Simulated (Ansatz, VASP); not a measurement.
## One calculation of KCaF3, two programs

File INCAR:

```
ALGO     = Fast           # electronic algorithm
EDIFF    = 1E-7           # SCF threshold, eV
ENCUT    = 520            # plane-wave cutoff, eV
GGA      = CA             # functional
ISIF     = 2              # what is computed and relaxed
ISMEAR   = 0              # smearing method
LASPH    = True           # aspherical terms in the spheres
LCHARG   = False          # write CHGCAR
LREAL    = False          # projectors in reciprocal space
LWAVE    = False          # write WAVECAR
NBANDS   = 28             # bands
NELM     = 100            # most SCF steps
PREC     = Accurate       # precision mode
SIGMA    = 0.05           # smearing width, eV
```

The input KPOINTS:

```
k-points
0
Gamma
  6 6 6
```

The input POSCAR:

```
KCaF3
1.0
    4.4817260000      0.0000000000      0.0000000000
    0.0000000000      4.4817260000      0.0000000000
    0.0000000000      0.0000000000      4.5489518900
K Ca F
1 1 3
Direct
    0.5000000000      0.5000000000      0.5000000000
    0.0000000000      0.0000000000      0.0000000000
    0.0000000000      0.5000000000      0.0000000000
    0.0000000000      0.0000000000      0.5000000000
    0.5000000000      0.0000000000      0.0000000000
```

Input for Ansatz:

```yaml
crystal:
  lattice:
    - [4.481726, 0.0, 0.0]
    - [0.0, 4.481726, 0.0]
    - [0.0, 0.0, 4.54895189]
  atoms:
    - { symbol: K, position: [0.5, 0.5, 0.5] }
    - { symbol: Ca, position: [0.0, 0.0, 0.0] }
    - { symbol: F, position: [0.0, 0.5, 0.0] }
    - { symbol: F, position: [0.0, 0.0, 0.5] }
    - { symbol: F, position: [0.5, 0.0, 0.0] }
basis:
  ecutwfc: 420
kpoints:
  mp_grid: { grid: [6, 6, 6] }
hamiltonian:
  xc: lda
scf:
  occupations: { method: gaussian, width: 0.05 }
output:
  forces: true
  stress: true
  eigenvalues: true
```

Change from the starting cell: strain +0.000 along x and y, +0.015 along z, atoms carried along.

Alike in both runs: task single point; functional LDA; k mesh 6 × 6 × 6; occupations gaussian, width 0.05 eV; no spin polarisation.

|  | VASP | Ansatz |
| --- | --- | --- |
| version | VASP 6.6.1 | Ansatz 0.2.0 |
| potentials or method | VASP PAW LDA potentials, release 64 (K_sv, Ca_sv, F) | scalar-relativistic, plane waves, PAW |
| plane-wave cutoff (eV) | 520 | 420 |
| valence electrons in the cell | 40 | 40 |

```tsv
	VASP	Ansatz	Ansatz less VASP
gap on the k mesh at the Fermi level (eV)	5.75	5.74	-0.010
least direct gap on the mesh (eV)	5.93	5.93	-0.005
pressure (GPa)	-5.6	-5.8	-0.19
largest component of the traceless stress (GPa)	0.71	0.68	-0.034
```

A k mesh can miss the band edges.
